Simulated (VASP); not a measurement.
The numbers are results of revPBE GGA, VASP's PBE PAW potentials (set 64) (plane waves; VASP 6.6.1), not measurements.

Input for VASP

**POSCAR**
```
KMgF3
4.1082550
  0.9999999379   0.0000000000   0.0000000000
  0.0000000000   0.9999999379   0.0000000000
  0.0000000000   0.0000000000   0.9999999379
K Mg F
1 1 3
Cart
  0.0000000000   0.0000000000   0.0000000000
  0.4999999689   0.4999999689   0.4999999689
  0.4999999689   0.0000000000   0.4999999689
  0.0000000000   0.4999999689   0.4999999689
  0.4999999689   0.4999999689   0.0000000000
```

INCAR:
```
SYSTEM = KMgF3
PREC = Accurate; ENCUT = 520; LREAL = .FALSE.
LASPH = .TRUE.
EDIFF = 1E-7; NELM = 100; ALGO = Normal
ISMEAR = -5
GGA = RE
ISIF = 2
LWAVE = .FALSE.; LCHARG = .TRUE.; LORBIT = 11
NEDOS = 601
LEFG = .TRUE.
```

File KPOINTS:
```
Automatic mesh
0
Gamma
6 6 6
0 0 0
```

POTCAR, in this order: K_sv Mg F (PBE.64 set). Program: vasp_std.

Output of the run:

OSZICAR:
```
       N       E                     dE             d eps       ncg     rms          rms(c)
DAV:   1     0.244312112451E+03    0.24431E+03   -0.17535E+04   800   0.155E+03
DAV:   2    -0.144923202291E+02   -0.25880E+03   -0.25247E+03  1072   0.384E+02
DAV:   3    -0.251402145832E+02   -0.10648E+02   -0.10624E+02   956   0.773E+01
DAV:   4    -0.255059515707E+02   -0.36574E+00   -0.36519E+00  1400   0.116E+01
DAV:   5    -0.255071041263E+02   -0.11526E-02   -0.11525E-02   928   0.681E-01    0.910E+00
DAV:   6    -0.232291446275E+02    0.22780E+01   -0.10008E+01   896   0.224E+01    0.342E+00
DAV:   7    -0.232439651599E+02   -0.14821E-01   -0.24012E-01  1064   0.335E+00    0.218E+00
DAV:   8    -0.232701496142E+02   -0.26184E-01   -0.98824E-02   912   0.335E+00    0.296E-01
DAV:   9    -0.232712042490E+02   -0.10546E-02   -0.13318E-02  1016   0.868E-01    0.134E-01
DAV:  10    -0.232720969254E+02   -0.89268E-03   -0.16050E-03  1052   0.341E-01    0.548E-02
DAV:  11    -0.232721418026E+02   -0.44877E-04   -0.14543E-04  1004   0.976E-02    0.313E-02
DAV:  12    -0.232721245432E+02    0.17259E-04   -0.11272E-04   920   0.743E-02    0.382E-03
DAV:  13    -0.232721252853E+02   -0.74208E-06   -0.35777E-06  1024   0.152E-02    0.116E-03
DAV:  14    -0.232721252559E+02    0.29320E-07   -0.55403E-07   924   0.590E-03
   1 F= -.23272125E+02 E0= -.23272125E+02  d E =0.000000E+00
```

**OUTCAR**
```
------------------------ aborting loop because EDIFF is reached ----------------------------------------
  FORCE on cell =-STRESS in cart. coord.  units (eV):
  Direction    XX          YY          ZZ          XY          YZ          ZX
  --------------------------------------------------------------------------------------
  Total        0.0244903      0.0244903      0.0244903     -0.0000000     -0.0000000     -0.0000000
  in kB        0.5658900      0.5658900      0.5658900     -0.0000000     -0.0000000     -0.0000000
  external PRESSURE =       0.5658900 kB  Pullay stress =       0.0000000 kB
  volume of cell :       69.34
      direct lattice vectors                 reciprocal lattice vectors
     4.108254745  0.000000000  0.000000000     0.243412364  0.000000000  0.000000000
     0.000000000  4.108254745  0.000000000     0.000000000  0.243412364  0.000000000
     0.000000000  0.000000000  4.108254745     0.000000000  0.000000000  0.243412364
 POSITION                                       TOTAL-FORCE (eV/Angst)
 -----------------------------------------------------------------------------------
      0.00000      0.00000      0.00000         0.000000      0.000000      0.000000
      2.05413      2.05413      2.05413         0.000000      0.000000      0.000000
      2.05413      0.00000      2.05413         0.000000      0.000000      0.000000
      0.00000      2.05413      2.05413         0.000000      0.000000      0.000000
      2.05413      2.05413      0.00000         0.000000      0.000000      0.000000
 -----------------------------------------------------------------------------------
    total drift:                                0.000000     -0.000000     -0.000000
  FREE ENERGIE OF THE ION-ELECTRON SYSTEM (eV)
  ---------------------------------------------------
  free  energy   TOTEN  =       -23.2721252559 eV

  energy  without entropy=      -23.2721252559  energy(sigma->0) =      -23.27212526

 total charge

# of ion       s       p       d       tot
------------------------------------------
    1        1.956   5.620   0.021   7.598
    2        0.110   0.132   0.062   0.304
    3        1.732   4.403   0.000   6.136
    4        1.732   4.403   0.000   6.136
    5        1.732   4.403   0.000   6.136
--------------------------------------------------
tot          7.263  18.962   0.083  26.308

 Electric field gradients after diagonalization (V/A^2)
 (convention: |V_zz| > |V_xx| > |V_yy|)
----------------------------------------------------------------------
 ion       V_xx      V_yy      V_zz     asymmetry (V_yy - V_xx)/ V_zz
----------------------------------------------------------------------
   1      -0.000    -0.000    -0.000      -0.222
   2       0.000    -0.000    -0.000       0.364
   3     -26.422   -26.422    52.845       0.000
   4     -26.422   -26.422    52.845       0.000
   5     -26.422   -26.422    52.845       0.000
```
(Selected blocks of OUTCAR.)

The compound is KMgF3 in the cubic perovskite structure. It was relaxed first, which changed the volume by +9 %.
